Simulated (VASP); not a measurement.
Given:

```
S2Si
1.0
   -2.87469     4.91045     2.77435
    2.87469    -4.91045     2.77435
    2.87469     4.91045    -2.77435
Si S
2 4
Cartesian
  0.00000   0.00000   4.16153
  0.00000   0.00000   1.38718
  1.71653   3.77859   2.77435
  1.15816   1.13186   0.00000
  1.71653   6.04231   0.00000
  1.15816  -1.13186   2.77435
```

The numbers are results of PBEsol GGA, VASP's PBE PAW potentials (set 64) (plane waves; VASP), not measurements. Run with 300 eV cut-off, 4×4×4 Γ-centred mesh, Gaussian smearing of 0.010 eV, potentials Si S.

Predict the energy per atom (σ→0), largest force.

```yaml
energy per atom (σ→0): -5.496 eV/atom
largest_force: 0.211 eV/Å
```

Total energies compare only between runs with the same potentials, cut-off and functional.

The structure comes from a computed database's SiS2 entry; how it stands against other phases isn't given here. The cell was not relaxed at this level.
